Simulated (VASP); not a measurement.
Computed with SCAN meta-GGA, VASP's PBE PAW potentials (set 64) (plane waves; VASP).

VASP input:

### POSCAR
```
Cd
1
    2.9731000000     0.0000000000     0.0000000000
   -1.4865500000     2.5747800000     0.0000000000
    0.0000000000     0.0000000000     5.6069000000
Cd
2
Direct
  0.3333330000   0.6666670000   0.2500000000
  0.6666670000   0.3333330000   0.7500000000
```

### KPOINTS
```
kpoints
0
G
 13 13 6
```

**INCAR**
```
# general
SYSTEM  = Cd
PREC    = Accurate
ENCUT   = 400   # plane-wave cut-off (eV)
LREAL   = .FALSE.   # projection in real space or not
LASPH   = .TRUE.   # aspherical one-centre terms

# electronic loop
EDIFF   = 1E-6   # SCF stop (eV)
NELM    = 100
ALGO    = Normal
LMAXMIX = 4
LMIXTAU = .TRUE.

# smearing
ISMEAR  = 1   # Methfessel-Paxton
SIGMA   = 0.1   # width (eV)

# functional
METAGGA = SCAN

# ions
IBRION  = 2
NSW     = 60   # most ionic steps
ISIF    = 3
EDIFFG  = -0.01   # ionic stop

# output
LWAVE   = .FALSE.
LCHARG  = .FALSE.
```

POTCAR, in this order: Cd (PBE.64 set). Program: vasp_std.

Energy and stress use the plane-wave basis of the starting cell.

Task: What does the run give for the energy per atom (σ→0), volume per atom, band gap (on the k-mesh)?

Result: 
energy per atom (σ→0): -30409 meV/atom
band gap (on the k-mesh): none (metal, semimetal or under 0.01 eV)
volume per atom: 21.02 Å³/atom

**OSZICAR**
```
...
DAV:   5    -0.608171291638E+02    0.14593E-04   -0.27470E-04  2752   0.160E-01    0.182E-02
DAV:   6    -0.608171637575E+02   -0.34594E-04   -0.76842E-05  2720   0.835E-02    0.489E-03
DAV:   7    -0.608171518358E+02    0.11922E-04   -0.60806E-06  2616   0.273E-02    0.130E-03
DAV:   8    -0.608171552231E+02   -0.33873E-05   -0.16367E-06  2136   0.127E-02    0.597E-04
DAV:   9    -0.608171533435E+02    0.18796E-05   -0.18985E-07  1400   0.448E-03    0.460E-04
DAV:  10    -0.608171521274E+02    0.12161E-05   -0.45475E-08  1352   0.261E-03    0.207E-04
DAV:  11    -0.608171524813E+02   -0.35390E-06   -0.30954E-09  1368   0.701E-04
   6 F= -.60817152E+02 E0= -.60817208E+02  d E =-.435691E-03
```

The structure comes from a measured Cd entry (P6_3/mmc) of the Crystallography Open Database, whose conditions weren't checked. This run relaxes it. Symmetry was kept, so distortions that lower it aren't found.
